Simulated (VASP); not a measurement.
An input for Quantum ESPRESSO's pw.x (written as the equivalent of a VASP run, and not itself run):

```
&CONTROL
  calculation = 'vc-relax'
  pseudo_dir = './pseudo'
  outdir = './out'
  tprnfor = .true.
  tstress = .true.
  nstep = 60
  forc_conv_thr = 0.00078
/
&SYSTEM
  ibrav = 0
  nat = 6
  ntyp = 2
  ecutwfc = 84
  occupations = 'smearing'
  smearing = 'gaussian'
  degauss = 0.003675
  input_dft = 'vdw-df2'
/
&ELECTRONS
  conv_thr = 7.3e-08
  electron_maxstep = 100
/
&IONS
/
&CELL
/
ATOMIC_SPECIES
  Ti 47.867 Ti.upf
  O 15.999 O.upf
CELL_PARAMETERS angstrom
     4.5947056   -0.0000000    0.0000000
     0.0000000    4.5947056    0.0000000
     0.0000000    0.0000000    2.9437176
ATOMIC_POSITIONS crystal
  Ti   0.0000000  1.0000000  0.0000000
  Ti   0.5000000  0.5000000  0.5000000
  O    0.3042739  0.3042739  1.0000000
  O    0.8042739  0.1957261  0.5000000
  O    0.1957261  0.8042739  0.5000000
  O    0.6957261  0.6957261  0.0000000
K_POINTS automatic
  5 5 7 0 0 0
```

Task: Write the VASP files for the same calculation (vdW-DF2).

Result: One answer among several that fit: 
**KPOINTS**
```
kpoints
0
Gamma
  5 5 7
0 0 0
```

### INCAR
```
SYSTEM = TiO2
PREC = Accurate
ENCUT = 520
EDIFF = 1E-6
NELM = 100
ALGO = Normal
LREAL = .FALSE.
LASPH = .TRUE.
ISMEAR = 0
SIGMA = 0.05
GGA = ML
ZAB_VDW = -1.8867
LUSE_VDW = .TRUE.
AGGAC = 0.0
LMAXMIX = 4
LWAVE = .FALSE.
LCHARG = .FALSE.
IBRION = 2
ISIF = 3
NSW = 60
EDIFFG = -0.02
```

File POSCAR:
```
TiO2
1
    4.5947055636    -0.0000000000     0.0000000000
    0.0000000000     4.5947055636     0.0000000000
    0.0000000000     0.0000000000     2.9437176444
Ti O
2 4
Direct
  0.0000000000   1.0000000000   0.0000000000
  0.5000000000   0.5000000000   0.5000000000
  0.3042739349   0.3042739349   1.0000000000
  0.8042739349   0.1957260651   0.5000000000
  0.1957260651   0.8042739349   0.5000000000
  0.6957260651   0.6957260651   0.0000000000
```

POTCAR, in this order: Ti_sv O (PBE.64 set). Program: vasp_std.

Limits of the translation: the potentials are each code's own (VASP's PAW set, PseudoDojo norm-conserving files in pw.x), so ENCUT and ecutwfc are chosen apart and not converted; conv_thr bounds pw.x's estimated SCF error, while EDIFF bounds the energy change between steps; forc_conv_thr acts on force components and is met together with etot_conv_thr.

The compound is TiO2 in the rutile structure. This run relaxes it. Symmetry was kept, so distortions that lower it aren't found. The start is the result of an earlier pass.
